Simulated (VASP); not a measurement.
Data:

```yaml
crystal:
  lattice:
    - [3.37954, 0.00000, 0.00000]
    - [0.00000, 3.37954, 0.00000]
    - [0.00000, 0.00000, 3.37954]
  atoms:
    - { symbol: Ta, position: [0.00000, 0.00000, 0.00000] }
    - { symbol: Te, position: [0.50000, 0.50000, 0.50000] }
```

The numbers are results of PBEsol GGA, VASP's PBE PAW potentials (set 64) (plane waves; VASP), not measurements. Run with 400 eV cut-off, 12×12×12 Γ-centred mesh, tetrahedra with Blöchl corrections, potentials Ta_pv Te.

Unless said otherwise, spin-orbit coupling is left out, though it shifts the bands of the heavy elements here.

**Question.** Tabulate the total density of states (states/eV per cell) against energy (eV; zero at the valence-band maximum or, without a gap, the Fermi level).

**Answer.** 
```
E (eV) | DOS (states/eV)
    -9.90 |  0.00
    -9.37 |  0.00
    -8.83 |  0.01
    -8.20 | #### 0.27
    -7.66 | ####### 0.44
    -7.13 | ########### 0.70
    -6.60 | ############################## 1.96
    -6.07 | ################ 1.05
    -5.42 | ############# 0.85
    -4.89 | ############ 0.79
    -4.36 | ################ 1.02
    -3.83 | ############ 0.80
    -3.29 | ############### 1.00
    -2.66 | ########################## 1.68
    -2.12 | ############## 0.89
    -1.59 | ############################## 1.94
    -1.06 | ########### 0.70
    -0.42 | ############## 0.93
     0.11 | ############################ 1.81
     0.65 | ################### 1.23
     1.18 | ####################### 1.51
     1.71 | ###################### 1.46
     2.35 | #################### 1.28
     2.88 | ############################ 1.83
     3.42 | ############################## 1.94
```
Within 2 eV below the Fermi level the largest weight inside VASP's projection spheres is Ta d.

The structure was generated: TaTe was put into the CsCl type type (Pm-3m), which need not be its known phase. It was relaxed first, which changed the volume by -40 %. The electron count is odd and the run is not spin-polarised, which forces a metal.
